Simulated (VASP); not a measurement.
All values below come from PBE GGA, VASP's PBE PAW potentials (set 64) (plane waves; VASP).

VASP input:

File POSCAR:
```
PbO
1
    4.0603086002     0.0000000000     0.0000000000
    0.0000000000     4.0603086002     0.0000000000
    0.0000000000     0.0000000000     5.5541879925
Pb O
2 2
Direct
  0.5000000000   0.0000000000   0.7650000000
  0.0000000000   0.5000000000   0.2350000000
  0.5000000000   0.5000000000   0.0000000000
  0.0000000000   0.0000000000   0.0000000000
```

**KPOINTS**
```
Automatic mesh
0
Gamma
7 7 6
0 0 0
```

INCAR:
```
! general
SYSTEM  = PbO
PREC    = Normal
ENCUT   = 500
LREAL   = .FALSE.
LASPH   = .TRUE.

! electronic loop
EDIFF   = 1E-5
NELM    = 100
NELMIN  = 4
ALGO    = Fast   ! Davidson, then RMM-DIIS
LMAXMIX = 4

! smearing
ISMEAR  = 0   ! Gaussian
SIGMA   = 0.05   ! width (eV)

! functional
GGA     = PE   ! PBE

! ions
IBRION  = 2
NSW     = 20
ISIF    = 2   ! forces and stress, cell fixed
EDIFFG  = -0.03   ! ionic stop

! output
LWAVE   = .FALSE.
LCHARG  = .FALSE.
```

POTCAR, in this order: Pb_d O (PBE.64 set). Program: vasp_std.

The run wrote:

### OUTCAR
```
 ion  position               nearest neighbor table
   1  0.500  0.000  0.765-   3 2.41   4 2.41   3 2.41   4 2.41   2 3.88   2 3.88   2 3.88   2 3.88
                             2 4.11   2 4.11   2 4.11   2 4.11
   2  0.000  0.500  0.235-   3 2.41   4 2.41   4 2.41   3 2.41   1 3.88   1 3.88   1 3.88   1 3.88
                             1 4.11   1 4.11   1 4.11   1 4.11
   3  0.500  0.500  0.000-   1 2.41   2 2.41   1 2.41   2 2.41
   4  0.000  0.000  0.000-   1 2.41   2 2.41   2 2.41   1 2.41
  LATTYP: Found a simple tetragonal cell.
 ALAT       =     4.0603086002
 C/A-ratio  =     1.3679226235
 Subroutine PRICEL returns:
 Original cell was already a primitive cell.
 Subroutine GETGRP returns: Found 16 space group operations
The static configuration has the point symmetry D_2d.
 The point group associated with its full space group is D_4h.
The dynamic configuration has the point symmetry D_2d.
 Subroutine INISYM returns: Found 16 space group operations
 Subroutine IBZKPT returns following result:
 Found     40 irreducible k-points:

 Following reciprocal coordinates:
            Coordinates               Weight
  0.000000  0.000000  0.000000      1.000000
  0.142857  0.000000  0.000000      4.000000
  0.285714  0.000000  0.000000      4.000000
  0.428571  0.000000  0.000000      4.000000
  0.142857  0.142857  0.000000      4.000000
  0.285714  0.142857  0.000000      8.000000
  0.428571  0.142857  0.000000      8.000000
  0.285714  0.285714  0.000000      4.000000
  0.428571  0.285714  0.000000      8.000000
  0.428571  0.428571  0.000000      4.000000
  0.000000  0.000000  0.166667      2.000000
  0.142857  0.000000  0.166667      8.000000
  0.285714  0.000000  0.166667      8.000000
  0.428571  0.000000  0.166667      8.000000
  0.142857  0.142857  0.166667      8.000000
  0.285714  0.142857  0.166667     16.000000
  0.428571  0.142857  0.166667     16.000000
  0.285714  0.285714  0.166667      8.000000
  0.428571  0.285714  0.166667     16.000000
  0.428571  0.428571  0.166667      8.000000
  0.000000  0.000000  0.333333      2.000000
  0.142857  0.000000  0.333333      8.000000
  0.285714  0.000000  0.333333      8.000000
  0.428571  0.000000  0.333333      8.000000
  0.142857  0.142857  0.333333      8.000000
  0.285714  0.142857  0.333333     16.000000
  0.428571  0.142857  0.333333     16.000000
  0.285714  0.285714  0.333333      8.000000
  0.428571  0.285714  0.333333     16.000000
  0.428571  0.428571  0.333333      8.000000
  0.000000  0.000000  0.500000      1.000000
  0.142857  0.000000  0.500000      4.000000
  0.285714  0.000000  0.500000      4.000000
  0.428571  0.000000  0.500000      4.000000
  0.142857  0.142857  0.500000      4.000000
  0.285714  0.142857  0.500000      8.000000
  0.428571  0.142857  0.500000      8.000000
  0.285714  0.285714  0.500000      4.000000
  0.428571  0.285714  0.500000      8.000000
  0.428571  0.428571  0.500000      4.000000
   k-points           NKPTS =     40   k-points in BZ     NKDIM =     40   number of bands    NBANDS=     24
   number of dos      NEDOS =    301   number of ions     NIONS =      4
   total plane-waves  NPLWV =  17280
   dimension x,y,z NGX =    24 NGY =   24 NGZ =   30
   dimension x,y,z NGXF=    48 NGYF=   48 NGZF=   60
   ions per type =               2   2
   PREC   = normal    normal or accurate (medium, high low for compatibility)
   ISTART =      0    job   : 0-new  1-cont  2-samecut
   ICHARG =      2    charge: 1-file 2-atom 10-const
   ISPIN  =      1    spin polarized calculation?
   LNONCOLLINEAR =      F non collinear calculations
   LSORBIT =      F    spin-orbit coupling
   INIWAV =      1    electr: 0-lowe 1-rand  2-diag
...
```

**OSZICAR**
```
       N       E                     dE             d eps       ncg     rms          rms(c)
DAV:   1     0.437727995541E+03    0.43773E+03   -0.19551E+04  1928   0.184E+03
DAV:   2     0.317865376684E+02   -0.40594E+03   -0.39788E+03  2040   0.474E+02
DAV:   3    -0.247151051645E+02   -0.56502E+02   -0.54998E+02  2664   0.185E+02
DAV:   4    -0.264577124019E+02   -0.17426E+01   -0.17414E+01  2040   0.392E+01
DAV:   5    -0.265257043447E+02   -0.67992E-01   -0.67980E-01  2784   0.729E+00    0.127E+01
RMM:   6    -0.215818761561E+02    0.49438E+01   -0.24926E+01  2239   0.233E+01    0.586E+00
RMM:   7    -0.213235233775E+02    0.25835E+00   -0.25784E+00  1985   0.131E+01    0.245E+00
RMM:   8    -0.213262584250E+02   -0.27350E-02   -0.11147E+00  2059   0.688E+00    0.121E+00
RMM:   9    -0.213263333048E+02   -0.74880E-04   -0.32633E-01  2278   0.399E+00    0.273E-01
RMM:  10    -0.213290623418E+02   -0.27290E-02   -0.52243E-02  2215   0.129E+00    0.207E-01
RMM:  11    -0.213317417175E+02   -0.26794E-02   -0.12908E-02  2364   0.894E-01    0.192E-01
RMM:  12    -0.213302265447E+02    0.15152E-02   -0.61790E-03  2318   0.618E-01    0.551E-02
RMM:  13    -0.213304270994E+02   -0.20055E-03   -0.19070E-03  2456   0.257E-01    0.467E-02
RMM:  14    -0.213303823050E+02    0.44794E-04   -0.33411E-04  2256   0.137E-01    0.201E-02
RMM:  15    -0.213303793230E+02    0.29819E-05   -0.10443E-04  1908   0.721E-02    0.342E-03
RMM:  16    -0.213303808419E+02   -0.15189E-05   -0.23017E-05  1221   0.436E-02
   1 F= -.21330381E+02 E0= -.21330381E+02  d E =-.213304E+02
       N       E                     dE             d eps       ncg     rms          rms(c)
DAV:   1    -0.213704741350E+02   -0.40095E-01   -0.90849E+01  2808   0.595E+01    0.558E-01
RMM:   2    -0.214676287855E+02   -0.97155E-01   -0.10427E+00  1993   0.930E+00    0.378E-01
RMM:   3    -0.214953900608E+02   -0.27761E-01   -0.31975E-01  2472   0.483E+00    0.210E-01
RMM:   4    -0.214971040327E+02   -0.17140E-02   -0.24085E-02  2630   0.128E+00    0.117E-01
RMM:   5    -0.214975442133E+02   -0.44018E-03   -0.46378E-03  2584   0.517E-01    0.529E-02
RMM:   6    -0.214976192835E+02   -0.75070E-04   -0.61600E-04  2392   0.181E-01    0.180E-02
RMM:   7    -0.214976280721E+02   -0.87886E-05   -0.10505E-04  1905   0.956E-02    0.834E-03
RMM:   8    -0.214976281268E+02   -0.54626E-07   -0.25703E-05  1235   0.525E-02
   2 F= -.21497628E+02 E0= -.21497628E+02  d E =-.167247E+00
       N       E                     dE             d eps       ncg     rms          rms(c)
DAV:   1    -0.214625808083E+02    0.35047E-01   -0.16325E+01  2440   0.230E+01    0.429E-01
RMM:   2    -0.214956623304E+02   -0.33082E-01   -0.34310E-01  2013   0.688E+00    0.272E-01
RMM:   3    -0.215163982125E+02   -0.20736E-01   -0.22319E-01  2611   0.391E+00    0.166E-01
RMM:   4    -0.215176978845E+02   -0.12997E-02   -0.18209E-02  2746   0.101E+00    0.120E-01
RMM:   5    -0.215177724946E+02   -0.74610E-04   -0.22382E-03  2558   0.422E-01    0.601E-02
RMM:   6    -0.215177226690E+02    0.49826E-04   -0.46046E-04  2065   0.234E-01    0.216E-02
RMM:   7    -0.215177375861E+02   -0.14917E-04   -0.26467E-04  2333   0.127E-01    0.131E-02
RMM:   8    -0.215177423194E+02   -0.47333E-05   -0.64757E-05  1717   0.711E-02
   3 F= -.21517742E+02 E0= -.21517742E+02  d E =-.187361E+00
       N       E                     dE             d eps       ncg     rms          rms(c)
DAV:   1    -0.215177848885E+02   -0.47302E-04   -0.72205E-02  2560   0.147E+00    0.172E-02
RMM:   2    -0.215178561127E+02   -0.71224E-04   -0.74620E-04  1925   0.328E-01    0.104E-02
RMM:   3    -0.215178943623E+02   -0.38250E-04   -0.40928E-04  2058   0.185E-01    0.770E-03
RMM:   4    -0.215178970095E+02   -0.26473E-05   -0.32891E-05  1213   0.576E-02
   4 F= -.21517897E+02 E0= -.21517897E+02  d E =-.187516E+00
```

### OUTCAR
```
------------------------ aborting loop because EDIFF is reached ----------------------------------------
  FORCE on cell =-STRESS in cart. coord.  units (eV):
  Direction    XX          YY          ZZ          XY          YZ          ZX
  --------------------------------------------------------------------------------------
  Total       -0.0894407     -0.0894407     -0.0613732      0.0000000      0.0000000      0.0000000
  in kB       -1.5649734     -1.5649734     -1.0738676      0.0000000      0.0000000      0.0000000
  external PRESSURE =      -1.4012715 kB  Pullay stress =       0.0000000 kB
  volume of cell :       91.57
      direct lattice vectors                 reciprocal lattice vectors
     4.060308600  0.000000000  0.000000000     0.246286698  0.000000000  0.000000000
     0.000000000  4.060308600  0.000000000     0.000000000  0.246286698  0.000000000
     0.000000000  0.000000000  5.554187993     0.000000000  0.000000000  0.180044320
 POSITION                                       TOTAL-FORCE (eV/Angst)
 -----------------------------------------------------------------------------------
      2.03015      0.00000      4.36228         0.000000      0.000000      0.003572
      4.06031      2.03015      1.19190         0.000000     -0.000000     -0.003572
      2.03015      2.03015      0.00000         0.000000     -0.000000      0.000000
      4.06031      4.06031      0.00000         0.000000      0.000000      0.000000
 -----------------------------------------------------------------------------------
    total drift:                                0.000000     -0.000000     -0.000000
  FREE ENERGIE OF THE ION-ELECTRON SYSTEM (eV)
  ---------------------------------------------------
  free  energy   TOTEN  =       -21.5178970095 eV

  energy  without entropy=      -21.5178970095  energy(sigma->0) =      -21.51789701

 reached required accuracy - stopping structural energy minimisation
```
(Selected blocks of OUTCAR.)

**CONTCAR**
```
PbO
   1.00000000000000
     4.0603086002000000    0.0000000000000000    0.0000000000000000
     0.0000000000000000    4.0603086002000000    0.0000000000000000
     0.0000000000000000    0.0000000000000000    5.5541879925000002
  Pb              O
     2     2
Direct
     0.5000000000000000    0.0000000000000000    0.7854044565478711
     1.0000000000000000    0.5000000000000000    0.2145955434521289
     0.5000000000000000    0.5000000000000000    0.0000000000000000
     1.0000000000000000    1.0000000000000000    0.0000000000000000
```

Without a dispersion term in the relaxation, distances and binding between the weakly bound layers, chains or molecules are unreliable, and so is what depends on them.

The compound is PbO in the litharge structure. This run relaxes the ions in a fixed cell. Symmetry was kept, so distortions that lower it aren't found.
